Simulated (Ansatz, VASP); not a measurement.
**Cross-check of GeN between VASP and Ansatz**

Wanted: the spread between two codes on one cell, functional and k mesh. The cell is generated by rule, not measured, and may not be a known phase. The two relaxations start from unlike cells of this crystal (the structure described is Ansatz's start), so only their ends are compared.

Program: Ansatz 0.2.0. Level of theory: plane waves, with VASP 6.6.1 beside it; relaxation of cell and atoms at RPBE. Results are calculated unless marked as measured.

The structure was built from a prototype and need not be the compound's stable phase.

### Step 1. Set-up

It takes space group C2/m (No. 12, monoclinic). The conventional cell has a = 10.600 Å, b = 3.196 Å, c = 5.536 Å, α = 90.00°, β = 100.02°, γ = 90.00°. Ge has 6 N at 2.23 to 2.51 Å nearest. Nearest to Ge lie 6 N at 2.04 to 2.29 Å. Nearest to N lie 6 Ge at 2.24 to 2.29 Å. Nearest to N lie 6 Ge at 2.04 to 2.51 Å. N has 6 Ge at 2.23 to 2.28 Å nearest. Farther neighbours and most contacts between anions are not listed.

As a file:

```xyz
8
Lattice="0.0000 -2.2600 -2.2600 4.5201 2.2600 -2.2600 2.2600 -4.5201 2.2600" Properties=species:S:1:pos:R:3 pbc="T T T"
Ge    4.5421   -2.2893   -2.2307
Ge    4.4980   -4.4908   -0.0293
Ge    2.2380   -2.2307   -0.0293
Ge    0.0220   -2.2893   -2.2307
N     2.2600   -4.5201    0.0000
N     4.6384    0.2102   -2.4703
N     4.5201   -2.2600    0.0000
N     2.1417   -2.4703   -2.0498
```

### Step 2. VASP: relaxation of cell and atoms, RPBE

The relaxed volume is the usual yardstick between codes: in a stiff, nearly cubic crystal its relative difference is about their pressure difference at one cell divided by the bulk modulus.

Lines of VASP's logs that name or quote its potential files are left out, and so is its time.

INCAR reads:

```
SYSTEM = GeN
PREC = Accurate
ENCUT = 600
EDIFF = 1E-07
NELM = 120
ISMEAR = 1
SIGMA = 0.15
LREAL = .FALSE.
ALGO = Normal
GGA = RP
NBANDS = 47
LORBIT = 11
LWAVE = .FALSE.
LCHARG = .FALSE.
ISIF = 3
IBRION = 2
NSW = 80
EDIFFG = -0.005
LASPH = .TRUE.
GGA_COMPAT = .FALSE.
NELMIN = 4
KPAR = 2
```

POSCAR reads:

```
GeN
1.0
   -0.0000000218     -2.0892826206     -2.0892826194
    5.5400529247      3.0925012218     -3.0925011604
    1.7580199642     -4.5942998539      2.5050163309
Ge N
4 4
Direct
    0.7673049547      0.5856351700      0.4653903078
    0.4826951974      0.6643650374      0.0346096092
    0.2477780224      0.1760676467      0.5044441801
    0.0022220191      0.0739324501      0.9955559582
    0.6250000484      0.1249999654      0.7500000138
    0.4223556027      0.9557638819      0.1552891394
    0.1249998548      0.6250001037      0.7499999585
    0.8276447153      0.2942362702      0.3447108883
```

KPOINTS reads:

```
Automatic mesh
0
Gamma
10 6 10
0 0 0
```

Potentials, in the order of the species: Ge_d and N (PBE family, release 64).

Started as:

```bash
mpirun -np 2 vasp_std
```

Numbers of over 12 decimals in the logs are rounded to 6 here.

Log:

```text
[banner, memory and clock lines left out]
running    2 mpi-ranks, on    1 nodes
 distrk:  each k-point on    1 cores,    2 groups
 distr:  one band on    1 cores,    1 groups

 POSCAR found type information on POSCAR GeN
 POSCAR found :  2 types and       8 ions
|                                                                             |
|               ----> ADVICE to this user running VASP <----                  |
|                                                                             |
|     You enforced a specific xc type in the INCAR file but a different       |
|     [... a line on the potential file left out ...]
|     I HOPE YOU KNOW WHAT YOU ARE DOING!                                     |
|                                                                             |

 LDA part: xc-table for (Slater+PW92), standard interpolation
 POSCAR, INCAR and KPOINTS ok, starting setup
 FFT: planning ... GRIDC
 FFT: planning ... GRID_SOFT
 FFT: planning ... GRID
 WAVECAR not read
 entering main loop
       N       E                     dE             d eps       ncg     rms          rms(c)
DAV:   1     0.102584809471E+04    0.10258E+04   -0.36349E+04 20762   0.466E+03
DAV:   2     0.172048579740E+03   -0.85380E+03   -0.81371E+03 16176   0.118E+03
DAV:   3    -0.305960546182E+02   -0.20264E+03   -0.19555E+03 17604   0.286E+02
DAV:   4    -0.507976612240E+02   -0.20202E+02   -0.19851E+02 20073   0.968E+01
DAV:   5    -0.513845719659E+02   -0.58691E+00   -0.58522E+00 19299   0.182E+01    0.149E+01
DAV:   6    -0.448691148501E+02    0.65155E+01   -0.24194E+01 22620   0.381E+01    0.558E+00
DAV:   7    -0.450392225321E+02   -0.17011E+00   -0.26642E+00 18433   0.808E+00    0.350E+00
DAV:   8    -0.450250509556E+02    0.14172E-01   -0.24252E-01 22568   0.455E+00    0.123E+00
DAV:   9    -0.450234374784E+02    0.16135E-02   -0.44120E-02 21489   0.188E+00    0.242E-01
DAV:  10    -0.450246559463E+02   -0.12185E-02   -0.11185E-02 22152   0.722E-01    0.190E-01
DAV:  11    -0.450253797752E+02   -0.72383E-03   -0.12793E-03 19283   0.234E-01    0.669E-02
DAV:  12    -0.450256944426E+02   -0.31467E-03   -0.50574E-04 20236   0.111E-01    0.262E-02
DAV:  13    -0.450256983783E+02   -0.39356E-05   -0.59821E-05 21237   0.613E-02    0.101E-02
DAV:  14    -0.450257071647E+02   -0.87865E-05   -0.18310E-05 18205   0.238E-02    0.511E-03
DAV:  15    -0.450257099072E+02   -0.27425E-05   -0.43480E-06 16618   0.969E-03    0.205E-03
DAV:  16    -0.450257100186E+02   -0.11138E-06   -0.75574E-07 16283   0.435E-03    0.840E-04
DAV:  17    -0.450257099959E+02    0.22656E-07   -0.15373E-07 14383   0.254E-03
   1 F= -.45025710E+02 E0= -.45025229E+02  d E =-.450257E+02
[... from here on, the cycles between the ionic steps are left out ...]
   2 F= -.45031764E+02 E0= -.45031244E+02  d E =-.605355E-02
   9 F= -.45048710E+02 E0= -.45048834E+02  d E =-.263888E-02
  10 F= -.45048727E+02 E0= -.45048858E+02  d E =-.265653E-02
  11 F= -.45048903E+02 E0= -.45049038E+02  d E =-.175439E-03
  12 F= -.45048932E+02 E0= -.45049070E+02  d E =-.204619E-03
  13 F= -.45048933E+02 E0= -.45049072E+02  d E =-.206113E-03
  14 F= -.45049008E+02 E0= -.45049172E+02  d E =-.745670E-04
  15 F= -.45049009E+02 E0= -.45049179E+02  d E =-.755539E-04
  16 F= -.45049038E+02 E0= -.45049206E+02  d E =-.291616E-04
  17 F= -.45049041E+02 E0= -.45049208E+02  d E =-.321454E-04
 curvature:  -1.37 expect dE=-0.217E-04 dE for cont linesearch -0.604E-08
 trial: gam= 0.20895 g(F)=  0.107E-04 g(S)=  0.505E-05 ort =-0.583E-06 (trialstep = 0.115E+01)
 search vector abs. value=  0.189E-04
 bond charge predicted
       N       E                     dE             d eps       ncg     rms          rms(c)
DAV:   1    -0.450490565425E+02   -0.15480E-04   -0.46764E-03 20711   0.422E-01    0.264E-02
DAV:   2    -0.450490543738E+02    0.21687E-05   -0.12071E-04 22395   0.105E-01    0.152E-02
DAV:   3    -0.450490497465E+02    0.46272E-05   -0.11255E-05 23614   0.372E-02    0.467E-03
DAV:   4    -0.450490493758E+02    0.37067E-06   -0.30276E-06 19122   0.140E-02    0.172E-03
DAV:   5    -0.450490491919E+02    0.18393E-06   -0.35488E-07 17377   0.557E-03    0.889E-04
DAV:   6    -0.450490490800E+02    0.11190E-06   -0.34404E-08 10093   0.175E-03    0.352E-04
DAV:   7    -0.450490490334E+02    0.46561E-07   -0.93497E-09  9512   0.102E-03
  18 F= -.45049049E+02 E0= -.45049216E+02  d E =-.795032E-05
 trial-energy change:   -0.000008  1 .order   -0.000007   -0.000018    0.000003
 step:   0.9955(harm=  0.9754)  dis= 0.00033  next Energy=   -45.049049 (dE=-0.815E-05)
 reached required accuracy - stopping structural energy minimisation
```

From OUTCAR (step 2):

```text
ion  position               nearest neighbor table
   1  0.767  0.586  0.465-   8 1.95   7 2.07   7 2.07   2 2.89
   2  0.483  0.664  0.035-   6 1.95   7 2.07   7 2.07   1 2.89
   3  0.248  0.176  0.504-   6 2.00   8 2.02   8 2.02   5 2.08   5 2.08
   4  0.002  0.074  0.996-   8 2.00   6 2.02   6 2.02   5 2.08   5 2.08
   5  0.625  0.125  0.750-   4 2.08   4 2.08   3 2.08   3 2.08
   6  0.422  0.956  0.155-   2 1.95   3 2.00   4 2.02   4 2.02
   7  0.125  0.625  0.750-   2 2.07   1 2.07   1 2.07   2 2.07
   8  0.828  0.294  0.345-   1 1.95   4 2.00   3 2.02   3 2.02

  LATTYP: Found a base centered monoclinic cell.
 ALAT       =    10.6378154476
 B/A-ratio  =     0.2777536263
 C/A-ratio  =     0.6635083893
 COS(beta)  =    -0.3253691807

 Subroutine GETGRP returns: Found  4 space group operations
 (whereof  2 operations were pure point group operations)

The static configuration has the point symmetry C_1h.
 The point group associated with its full space group is C_2h.

 Found    172 irreducible k-points:

   k-points           NKPTS =    172   k-points in BZ     NKDIM =    172   number of bands    NBANDS=     47

   dimension x,y,z NGX =    24 NGY =   56 NGZ =   48
   dimension x,y,z NGXF=    48 NGYF=  112 NGZF=   96

   ENCUT  =  600.0 eV  44.10 Ry    6.64 a.u.   5.90 14.10 11.03*2*pi/ulx,y,z

   NELECT =      76.0000    total number of electrons

 k-points in reciprocal lattice and weights: Automatic mesh
   0.00000000  0.00000000  0.00000000       0.002
   0.10000000  0.00000000 -0.00000000       0.007
   0.20000000  0.00000000 -0.00000000       0.007
   0.30000000  0.00000000 -0.00000000       0.007
   0.40000000 -0.00000000 -0.00000000       0.007
   0.50000000  0.00000000 -0.00000000       0.003
   0.00000000  0.16666667  0.00000000       0.003
   0.10000000  0.16666667  0.00000000       0.007
   0.20000000  0.16666667  0.00000000       0.007
[...]
-0.00000000  0.33333333  0.50000000       0.003
  -0.00000000  0.50000000  0.50000000       0.002

 average (electrostatic) potential at core
       1 -73.7388       2 -73.7388       3 -74.0347       4 -74.0347       5 -62.9071
       6 -63.0943       7 -63.0428       8 -63.0943

 E-fermi :   6.1429

 k-point     1 :       0.0000    0.0000    0.0000
  band No.  band energies     occupation
    ...
     34       3.1700      2.00000
     35       3.4682      2.00000
     36       4.4783      2.00000
     37       4.8053      2.00000
     38       5.9973      2.04366
     39       8.1825     -0.00000
     40       8.4542     -0.00000
     41       9.0998     -0.00000
     42       9.5723      0.00000
     43       9.9949      0.00000
    ...

 k-point     2 :       0.1000    0.0000   -0.0000
  band No.  band energies     occupation
    ...
     33       2.6055      2.00000
     34       2.8750      2.00000
     35       3.3263      2.00000
     36       4.3026      2.00000
     37       4.4643      2.00000
     38       6.9322     -0.00000
     39       7.7813     -0.00000
     40       9.1563      0.00000
     41       9.3526      0.00000
     42       9.6533      0.00000
    ...

 k-point     3 :       0.2000    0.0000   -0.0000
  band No.  band energies     occupation
    ...
     33       2.2264      2.00000
     34       3.0887      2.00000
     35       3.2867      2.00000
     36       3.6708      2.00000
     37       4.3343      2.00000
     38       6.6308     -0.00004
     39       8.1538     -0.00000
     40       8.8574     -0.00000
     41       9.2748      0.00000
     42      10.2933      0.00000
    ...

  Total       -0.0068224      0.0081613      0.0081613     -0.0006470     -0.0074551      0.0006482
  in kB       -0.1011714      0.1210273      0.1210273     -0.0095952     -0.1105537      0.0096128
  external PRESSURE =       0.0469611 kB  Pullay stress =       0.0000000 kB

  energy-cutoff  :      600.00
  volume of cell :      108.04
      direct lattice vectors                 reciprocal lattice vectors
    -0.000000025 -2.088702663 -2.088702662    -0.062267394 -0.183976826 -0.294789260
     5.731922989  3.220865325 -3.220865257     0.138028747  0.032418284 -0.032418285
     1.676880327 -4.614215131  2.525511570     0.124534739 -0.110812386  0.110812384

 POSITION                                       TOTAL-FORCE (eV/Angst)
 -----------------------------------------------------------------------------------
      4.07071     -1.89069     -2.28672        -0.001242     -0.002124      0.002124
      3.93264      0.99879     -3.08749         0.001242      0.002124     -0.002124
      1.85204     -2.28662      0.19792        -0.001713      0.003165     -0.003165
      2.09627     -4.35166      2.26296         0.001713     -0.003165      0.003165
      1.97415     -4.36349      0.18609         0.000000     -0.000000     -0.000000
      5.75388      1.50320     -3.59190        -0.004099      0.001400     -0.001400
      4.84011     -1.70871     -0.38000         0.000000     -0.000000     -0.000000
      2.24947     -2.39510     -1.78231         0.004099     -0.001400      0.001400
 -----------------------------------------------------------------------------------
    total drift:                                0.000149     -0.000446      0.001527

  FREE ENERGIE OF THE ION-ELECTRON SYSTEM (eV)
  ---------------------------------------------------
  free  energy   TOTEN  =       -45.0490490334 eV

  energy  without entropy=      -45.0495508381  energy(sigma->0) =      -45.04921630

 reached required accuracy - stopping structural energy minimisation

 total charge
# of ion       s       p       d       tot
------------------------------------------
    1        1.197   0.966  10.128  12.290
    2        1.197   0.966  10.128  12.290
    3        1.064   1.042  10.233  12.339
    4        1.064   1.042  10.233  12.339
    5        1.260   2.366   0.000   3.626
    6        1.257   2.470   0.000   3.727
    7        1.269   2.386   0.000   3.655
    8        1.257   2.470   0.000   3.727
--------------------------------------------------
tot          9.564  13.708  40.721  63.993

[... 3 further parts left out ...]
```

CONTCAR:

```
GeN
   1.00000000000000
    -0.0000000251869947   -2.0887026629621408   -2.0887026620711384
     5.7319229887318563    3.2208653252703114   -3.2208652574603205
     1.6768803269901063   -4.6142151312341486    2.5255115702060889
  Ge              N
     4     4
Direct
     0.7684702736816702    0.5747131819643714    0.4630596698388609
     0.4815298784183301    0.6752870254356351    0.0369402471611358
     0.2470196382838170    0.1750895166333510    0.5059609483300866
     0.0029804032161847    0.0749105801666499    0.9940391899699159
     0.6250000483999969    0.1249999654000007    0.7500000137999976
     0.4240211141237987    0.9593747575680890    0.1519581165519238
     0.1249998548000022    0.6250001037000033    0.7499999584999983
     0.8259792038761993    0.2906253945319111    0.3480419111480733
```

The PAW data sets were made with PBE, which is usual practice but a small mismatch for other functionals. The run keeps the 4 symmetry operations of its start, so it cannot find a distortion of lower symmetry.

[end of part 1 of 2]

[Lines on the potential files, build, host, timing and source positions are cut from VASP's logs without a mark.]

[Logs are printed without paths, hosts, clocks, repeated set-up lines and the standing remarks that a program may print on its own settings, such as how far it seeks lower states.]

[Hosts, paths, dates, database ids (printed as entryN), source tags and the programs' standing remarks are cut or masked in the printed files.]
